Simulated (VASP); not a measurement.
An input for Quantum ESPRESSO's pw.x (written as the equivalent of a VASP run, and not itself run):

```
&CONTROL
  calculation = 'vc-relax'
  pseudo_dir = './pseudo'
  outdir = './out'
  tprnfor = .true.
  tstress = .true.
  nstep = 40
  forc_conv_thr = 0.00078
/
&SYSTEM
  ibrav = 0
  nat = 1
  ntyp = 1
  ecutwfc = 74
  occupations = 'smearing'
  smearing = 'methfessel-paxton'
  degauss = 0.00735
  input_dft = 'pbe'
/
&ELECTRONS
  conv_thr = 7.3e-08
  electron_maxstep = 100
/
&IONS
/
&CELL
  press = 300
/
ATOMIC_SPECIES
  Li 6.940 Li.upf
CELL_PARAMETERS angstrom
    -1.3647953    1.3647953    1.3647953
     1.3647953   -1.3647953    1.3647953
     1.3647953    1.3647953   -1.3647953
ATOMIC_POSITIONS crystal
  Li   0.0000000  0.0000000  0.0000000
K_POINTS automatic
  19 19 19 0 0 0
```

Translate this input to VASP (INCAR, KPOINTS, POSCAR, choice of POTCAR).

One answer among several that fit: 
POSCAR:
```
Li
1
   -1.3647953132     1.3647953132     1.3647953132
    1.3647953132    -1.3647953132     1.3647953132
    1.3647953132     1.3647953132    -1.3647953132
Li
1
Direct
  0.0000000000   0.0000000000   0.0000000000
```

KPOINTS:
```
Automatic mesh
0
Gamma
19 19 19
0 0 0
```

### INCAR
```
SYSTEM = Li
PREC = Accurate
ENCUT = 620
EDIFF = 1E-6
NELM = 100
ALGO = Normal
LREAL = .FALSE.
LASPH = .TRUE.
ISMEAR = 1
SIGMA = 0.1
GGA = PE
LWAVE = .FALSE.
LCHARG = .FALSE.
IBRION = 2
ISIF = 3
NSW = 40
EDIFFG = -0.02
PSTRESS = 300
```

POTCAR, in this order: Li_sv (PBE.64 set). Program: vasp_std.

What does not carry over: the potentials are each code's own (VASP's PAW set, PseudoDojo norm-conserving files in pw.x), so ENCUT and ecutwfc are chosen apart and not converted; conv_thr bounds pw.x's estimated SCF error, while EDIFF bounds the energy change between steps; forc_conv_thr acts on force components and is met together with etot_conv_thr.

The compound is Li in the bcc structure. It was relaxed first under an external pressure of 30 GPa.
